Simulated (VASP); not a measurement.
Method: r2SCAN meta-GGA, VASP's PBE PAW potentials (set 64) (plane waves; VASP).

VASP ran on this input.

### KPOINTS
```
K-points
0
Gamma
  18 18 10
```

### POSCAR
```
Be
1
    1.0806382876    -1.8717202329     0.0000000000
    1.0806382876     1.8717202329     0.0000000000
    0.0000000000    -0.0000000000     3.4356493044
Be
2
Direct
  0.3333330000   0.6666670000   0.2500000000
  0.6666670000   0.3333330000   0.7500000000
```

INCAR:
```
# general
SYSTEM  = Be
PREC    = Accurate
ENCUT   = 480
LREAL   = .FALSE.   # projection in real space or not
LASPH   = .TRUE.   # aspherical one-centre terms

# electronic loop
EDIFF   = 1E-7
NELM    = 100
ALGO    = Normal   # blocked Davidson
LMIXTAU = .TRUE.

# smearing
ISMEAR  = 1   # Methfessel-Paxton
SIGMA   = 0.1

# functional
METAGGA = R2SCAN

# ions
IBRION  = 2
NSW     = 40   # most ionic steps
ISIF    = 3
EDIFFG  = -0.01
PSTRESS = 200   # kbar

# output
LWAVE   = .FALSE.
LCHARG  = .FALSE.
```

POTCAR, in this order: Be (PBE.64 set). Program: vasp_std.

Output

File OSZICAR:
```
       N       E                     dE             d eps       ncg     rms          rms(c)
DAV:   1    -0.333434185317E+01   -0.33343E+01   -0.18323E+03  2712   0.541E+02
DAV:   2    -0.883739900208E+01   -0.55031E+01   -0.51962E+01  4146   0.682E+01
DAV:   3    -0.886795236824E+01   -0.30553E-01   -0.30556E-01  3474   0.469E+00
DAV:   4    -0.886797986671E+01   -0.27498E-04   -0.27499E-04  3924   0.115E-01
DAV:   5    -0.886797988061E+01   -0.13897E-07   -0.13364E-07  3492   0.158E-03    0.147E+00
DAV:   6    -0.856617697709E+01    0.30180E+00   -0.95008E-02  2898   0.304E+00    0.866E-01
DAV:   7    -0.853906725733E+01    0.27110E-01   -0.19589E-02  2868   0.135E+00    0.145E-01
DAV:   8    -0.856834703202E+01   -0.29280E-01   -0.12179E-02  3018   0.114E+00    0.160E-02
DAV:   9    -0.856690276014E+01    0.14443E-02   -0.13784E-04  3834   0.131E-01    0.128E-02
DAV:  10    -0.856688236046E+01    0.20400E-04   -0.49831E-06  3144   0.240E-02    0.877E-03
DAV:  11    -0.856691290922E+01   -0.30549E-04   -0.20523E-05  3066   0.378E-02    0.157E-03
DAV:  12    -0.856691178334E+01    0.11259E-05   -0.16771E-06  3186   0.154E-02    0.197E-04
DAV:  13    -0.856691184090E+01   -0.57554E-07   -0.95629E-09  2418   0.781E-04
   1 F= -.68319916E+01 E0= -.68319202E+01  d E =-.683199E+01
```

OUTCAR:
```
------------------------ aborting loop because EDIFF is reached ----------------------------------------
  FORCE on cell =-STRESS in cart. coord.  units (eV):
  Direction    XX          YY          ZZ          XY          YZ          ZX
  --------------------------------------------------------------------------------------
  Total        1.7378678      1.7378674      1.7379767      0.0000000      0.0000000      0.0000000
  in kB      200.3397831    200.3397433    200.3523467      0.0000000      0.0000000      0.0000000
  external PRESSURE =       0.3439577 kB  Pullay stress =     200.0000000 kB
  volume of cell :       13.90
      direct lattice vectors                 reciprocal lattice vectors
     1.080638288 -1.871720233  0.000000000     0.462689510 -0.267133940  0.000000000
     1.080638288  1.871720233  0.000000000     0.462689510  0.267133940  0.000000000
     0.000000000  0.000000000  3.435649304     0.000000000  0.000000000  0.291065796
 POSITION                                       TOTAL-FORCE (eV/Angst)
 -----------------------------------------------------------------------------------
      1.08064      0.62391      0.85891         0.000000     -0.000000      0.000000
      1.08064     -0.62391      2.57674        -0.000000      0.000000      0.000000
 -----------------------------------------------------------------------------------
    total drift:                                0.000000     -0.000004      0.000005
  FREE ENERGIE OF THE ION-ELECTRON SYSTEM (eV)
  ---------------------------------------------------
  free  energy   TOTEN  =        -8.5669118409 eV

  energy  without entropy=       -8.5666976754  energy(sigma->0) =       -8.56684045
  enthalpy is  TOTEN    =        -6.8319915703 eV   P V=        1.7349202706

 reached required accuracy - stopping structural energy minimisation
```
(Selected blocks of OUTCAR.)

The compound is Be in the hcp structure. It was relaxed first under an external pressure of 20 GPa.
